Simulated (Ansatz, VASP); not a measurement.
# Two plane-wave programs on BNO3

File INCAR:

```
PREC     = Accurate       # precision mode
ENCUT    = 520            # plane-wave cutoff, eV
EDIFF    = 1E-7           # SCF threshold, eV
ISMEAR   = -1             # smearing method
SIGMA    = 0.1            # smearing width, eV
LREAL    = False          # projectors in reciprocal space
LASPH    = True           # aspherical terms in the spheres
NELM     = 100            # most SCF steps
ALGO     = Normal         # electronic algorithm
ISIF     = 2              # what is computed and relaxed
LWAVE    = False          # write WAVECAR
LCHARG   = False          # write CHGCAR
GGA      = PE             # functional
NBANDS   = 37             # bands
```

Contents of KPOINTS:

```
regular mesh
0
Gamma
  5 5 5
```

The input POSCAR:

```
BNO3
1.0
    1.7829300000     -3.9998350000      0.0000000000
    0.0000000000      2.3972870000     -3.6647730000
    5.3780870000      0.0000000000      0.0000000000
B N O
2 2 6
Direct
    0.0000000000      0.0000000000      0.0000000000
    0.0000000000      0.5000000000      0.5000000000
    0.5000000000      0.7500000000      0.7500000000
    0.5000000000      0.2500000000      0.2500000000
    0.9860000000      0.7500000000      0.7500000000
    0.5000000000      0.2360000000      0.7500000000
    0.0140000000      0.2640000000      0.7500000000
    0.0140000000      0.2500000000      0.2500000000
    0.5000000000      0.7640000000      0.2500000000
    0.9860000000      0.7360000000      0.2500000000
```

Input for Ansatz:

```yaml
crystal:
  lattice:
    - [1.78293, -3.999835, 0.0]
    - [0.0, 2.397287, -3.664773]
    - [5.378087, 0.0, 0.0]
  atoms:
    - { symbol: B, position: [0.0, 0.0, 0.0] }
    - { symbol: B, position: [0.0, 0.5, 0.5] }
    - { symbol: "N", position: [0.5, 0.75, 0.75] }
    - { symbol: "N", position: [0.5, 0.25, 0.25] }
    - { symbol: O, position: [0.986, 0.75, 0.75] }
    - { symbol: O, position: [0.5, 0.236, 0.75] }
    - { symbol: O, position: [0.014, 0.264, 0.75] }
    - { symbol: O, position: [0.014, 0.25, 0.25] }
    - { symbol: O, position: [0.5, 0.764, 0.25] }
    - { symbol: O, position: [0.986, 0.736, 0.25] }
  symmetry: { tolerance: 0.0003 }
kpoints:
  mp_grid: { grid: [5, 5, 5], shift: [0, 0, 0] }
magnetization:
  spin_polarized: false
scf:
  occupations: { method: fermi_dirac }
hamiltonian:
  pseudopotentials: { kind: paw }
  xc: pbe
basis:
  ecutwfc: 420
output:
  forces: true
  stress: true
  eigenvalues: true
  write_density: true
  write_potential: true
  elf: true
  volumetric_format: npy
```

The cell was built by a generator and needn't be a form met in nature.

Alike in both runs: task single point; functional PBE; k mesh 5 × 5 × 5; no spin polarisation.

|  | VASP | Ansatz |
| --- | --- | --- |
| version | VASP 6.6.1 | Ansatz 0.2.0 |
| potentials or method | VASP PAW PBE potentials, release 64 (B, N, O) | PAW plane waves |
| plane-wave cutoff (eV) | 520 | 420 |
| occupations | fermi-dirac, width 0.1 eV | fermi-dirac |
| valence electrons in the cell | 52 | 52 |

Ansatz gave:

- gap on the k mesh at the Fermi level (eV): none
- pressure (GPa): -14.8
- largest component of the traceless stress (GPa): 16.73
- rms of the force components (eV/Å): 0.519

Task: Estimate VASP's values.

Result: gap on the k mesh at the Fermi level (eV): none; pressure (GPa): -15.0; largest component of the traceless stress (GPa): 16.72; rms of the force components (eV/Å): 0.519.

Atom by atom the forces differ by 0.000 eV/Å (rms over components). A gap of «none» marks a metal or a gap that the smearing closes. Ansatz warned: «structure_snapped_to_symmetry».

Caveats: the k mesh is coarse (spacing up to 0.38 Å⁻¹), so the values aren't converged; so large a pressure means that the cell lies far from this level's equilibrium, or that cutoff or potentials fall short (VASP); forces of over 1 eV/Å show positions far from the minimum, so gaps and moduli don't describe the material at rest.
